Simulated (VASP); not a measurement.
The input files of a VASP run:

POSCAR:
```
TlCl
1
    3.5252787449    -0.0000000000    -0.0000000000
    0.0000000000     3.5252787449    -0.0000000000
   -0.0000000000     0.0000000000     3.5252787449
Tl Cl
1 1
Direct
  0.0000000000   0.0000000000   0.0000000000
  0.5000000000   0.5000000000   0.5000000000
```

### INCAR
```
# general
SYSTEM  = TlCl
PREC    = Accurate
ENCUT   = 500
LREAL   = .FALSE.   # projection in real space or not
LASPH   = .TRUE.

# electronic loop
EDIFF   = 1E-6
NELM    = 100   # most electronic steps
ALGO    = Normal   # blocked Davidson
LMAXMIX = 4

# smearing
ISMEAR  = 0
SIGMA   = 0.05   # width (eV)

# functional
GGA     = PS   # PBEsol

# ions
IBRION  = 2
NSW     = 40
ISIF    = 3   # ions, shape and volume
EDIFFG  = -0.02
PSTRESS = 100   # kbar

# output
LWAVE   = .FALSE.
LCHARG  = .FALSE.
```

### KPOINTS
```
Automatic mesh
0
gamma
  8 8 8
0 0 0
```

POTCAR, in this order: Tl_d Cl (PBE.64 set). Program: vasp_std.

**Question.** Translate this PBEsol calculation to Ansatz.

**Answer.** One equivalent input (not run):
Ansatz 0.2 input:
```yaml
crystal:
  lattice:
    - [3.5252787, 0.0000000, 0.0000000]
    - [0.0000000, 3.5252787, 0.0000000]
    - [0.0000000, 0.0000000, 3.5252787]
  atoms:
    - { symbol: Tl, position: [0.0000000, 0.0000000, 0.0000000] }
    - { symbol: Cl, position: [0.5000000, 0.5000000, 0.5000000] }
kpoints:
  mp_grid: { grid: [8, 8, 8] }
hamiltonian:
  xc: pbesol
  pseudopotentials: { kind: paw }
scf:
  occupations: { method: gaussian, width: 0.05 }
  max_iter: 100
relax:
  max_steps: 40
  f_tol: 0.02
  cell: { p_target: 10 }
output: { forces: true, stress: true, eigenvalues: true }
```
The two are equivalent in intent, not identical: each code has its own PAW files, so the cut-off isn't converted (ENCUT is set for VASP's; basis.ecutwfc is left out, and Ansatz then takes the one that its files recommend); Ansatz stops its SCF on the density residual and VASP on the energy change (EDIFF).

The compound is TlCl in the CsCl type structure. It was relaxed first under an external pressure of 10 GPa.
